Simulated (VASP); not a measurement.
Crystal: Mn2C.

```
Mn C
1.0
     4.29820    0.00000    0.00000
    -2.14910    3.72235    0.00000
     0.00000    0.00000    5.37144
Mn C
4 2
Cartesian
  0.0000 0.0000 0.0000
  0.0000 0.0000 2.6857
  0.0000 2.4816 4.0286
  2.1491 1.2408 1.3429
  0.0000 2.4816 1.3429
  2.1491 1.2408 4.0286
```

The cell was built by a generator and needn't be a form met in nature.

| Item | Value |
| --- | --- |
| Program | VASP 6.6.1 |
| Task | relaxation of cell and atoms |
| Functional | PBE |
| Potentials or basis | VASP PAW PBE potentials, release 64 (Mn_pv, C) |
| Cutoff | 520 eV |
| k mesh | 5 × 5 × 3 |
| Occupations | gaussian, width 0.15 eV |
| Spin | collinear spin, ferromagnetic start |
| Starting moments | [4.0, 4.0, 4.0, 4.0, 0.0, 0.0] μB |

At the start: pressure -22.9 GPa; volume 14.32 Å³/atom.

Where does the relaxation end?

Over 10 steps the energy falls by 854.4 meV/atom and the volume is 8.94 Å³/atom (-37.6 %); space group P6_3/mmc (No. 194, to 0.05 Å); moment 5.42 μB per cell.

Step by step:
| step | energy change (eV) | largest force (eV/Å) | pressure (GPa) | volume (Å³) |
| --- | --- | --- | --- | --- |
| 1 | 0.0000 | 0.0000 | -22.90 | 85.94 |
| 2 | -4.2031 | 0.0000 | -27.30 | 62.89 |
| 3 | 124.6762 | 0.0000 | 2942.99 | 18.82 |
| 4 | -3.9445 | 0.0000 | -23.36 | 61.05 |
| 5 | -5.0896 | 0.0000 | 5.67 | 52.72 |
| 6 | -5.1141 | 0.0000 | -1.09 | 54.16 |
| 7 | -5.1183 | 0.0000 | 0.75 | 53.62 |
| 8 | -5.1248 | 0.0000 | -1.38 | 53.98 |
| 9 | -5.1249 | 0.0000 | -1.71 | 53.98 |
| 10 | -5.1267 | 0.0000 | 0.34 | 53.62 |

Final structure:
```yaml
crystal:
  lattice:
    - [3.64164, 0.00000, 0.00000]
    - [-1.82082, 3.15376, 0.00000]
    - [0.00000, 0.00000, 4.66887]
  atoms:
    - { symbol: Mn, position: [0.00000, 0.00000, 0.00000] }
    - { symbol: Mn, position: [0.00000, 0.00000, 0.50000] }
    - { symbol: Mn, position: [0.33333, 0.66667, 0.75000] }
    - { symbol: Mn, position: [0.66667, 0.33333, 0.25000] }
    - { symbol: C, position: [0.33333, 0.66667, 0.25000] }
    - { symbol: C, position: [0.66667, 0.33333, 0.75000] }
```

Caveat: the k mesh is coarse (spacing up to 0.39 Å⁻¹), so the values aren't converged; the volume moved by over 15 % at a fixed basis, so the end points are rough; the relaxation stopped at a loose force limit of 0.08 eV/Å, so its end isn't a converged minimum.
